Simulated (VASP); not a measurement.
A convergence study with VASP on TiN (rock salt): one setting is varied, all else stays as given below, so the limit is that of these other settings. Each run relaxes cell and ions from the cell shown.

```yaml
crystal:
  lattice:
    - [0.00000, 2.12000, 2.12000]
    - [2.12000, 0.00000, 2.12000]
    - [2.12000, 2.12000, 0.00000]
  atoms:
    - { symbol: Ti, position: [0.00000, 0.00000, 0.00000] }
    - { symbol: N, position: [0.50000, 0.50000, 0.50000] }
```

Level of theory: LDA (Ceperley-Alder, Perdew-Zunger), VASP's LDA PAW potentials (set 64) (plane waves; VASP 6.6.1). The tightest run used: 700 eV cut-off, 20×20×20 Γ-centred mesh, first-order Methfessel-Paxton smearing of 0.10 eV, potentials Ti_sv N.

```tsv
setting	relaxed volume (Å³/atom)	E (eV/atom)	irreducible k-points
2×2×2 mesh	9.297	-10.4987	3
3×3×3 mesh	9.179	-10.7520	4
4×4×4 mesh	9.124	-10.8148	8
```

Question: These are the cheaper rows. Estimate the results at 20×20×20 mesh, and how far the last row shown lies from them.

Answer: 
```tsv
quantity	tightest run	last row shown is off by
relaxed volume (Å³/atom)	9.101	0.023
E (eV/atom)	-10.8391	0.0242
```

VASP warned of too few bands at 3×3×3 mesh.

Left out are rungs that failed or repeat a setting and relaxations that didn't move; long series are thinned to 24 rows.

The compound is TiN in the rock salt structure. The electron count is odd and the run is not spin-polarised, which forces a metal.
